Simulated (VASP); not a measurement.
A VASP calculation is set up with these files.

KPOINTS:
```
Automatic mesh
0
Gamma
11 11 6
0 0 0
```

POSCAR:
```
Tl
1
    1.7300000000    -2.9964480000     0.0000000000
    1.7300000000     2.9964480000     0.0000000000
    0.0000000000     0.0000000000     5.5200000000
Tl
2
Direct
  0.3333330000   0.6666670000   0.2500000000
  0.6666670000   0.3333330000   0.7500000000
```

INCAR:
```
# general
SYSTEM =Tl
PREC   =Accurate
ENCUT  =400
LREAL  =.FALSE.
LASPH  =.TRUE.

# electronic loop
EDIFF  =1E-6
NELM   =100
ALGO   =Fast
LMAXMIX=4

# smearing
ISMEAR =1
SIGMA  =0.1

# functional
GGA    =PE

# ions
ISIF   =2

# output
LWAVE  =.FALSE.
LCHARG =.FALSE.
```

POTCAR, in this order: Tl_d (PBE.64 set). Program: vasp_std.

Translate this PBE calculation to Quantum ESPRESSO's pw.x.

One equivalent input (not run):
```
&CONTROL
  calculation = 'scf'
  pseudo_dir = './pseudo'
  outdir = './out'
  tprnfor = .true.
  tstress = .true.
/
&SYSTEM
  ibrav = 0
  nat = 2
  ntyp = 1
  ecutwfc = 60.3
  occupations = 'smearing'
  smearing = 'methfessel-paxton'
  degauss = 0.00735
  input_dft = 'pbe'
/
&ELECTRONS
  conv_thr = 7.3e-08
  electron_maxstep = 100
/
ATOMIC_SPECIES
  Tl 204.380 Tl.upf
CELL_PARAMETERS angstrom
     1.7300000   -2.9964480    0.0000000
     1.7300000    2.9964480    0.0000000
     0.0000000    0.0000000    5.5200000
ATOMIC_POSITIONS crystal
  Tl   0.3333330  0.6666670  0.2500000
  Tl   0.6666670  0.3333330  0.7500000
K_POINTS automatic
  11 11 6 0 0 0
```
Limits of the translation: the potentials are each code's own (VASP's PAW set, PseudoDojo norm-conserving files in pw.x), so ENCUT and ecutwfc are chosen apart and not converted; conv_thr bounds pw.x's estimated SCF error, while EDIFF bounds the energy change between steps.

The compound is Tl in the hcp structure. The cell was not relaxed at this level. The run is one of a series of settings (ALGO = Fast against the base run), some of them coarse on purpose.
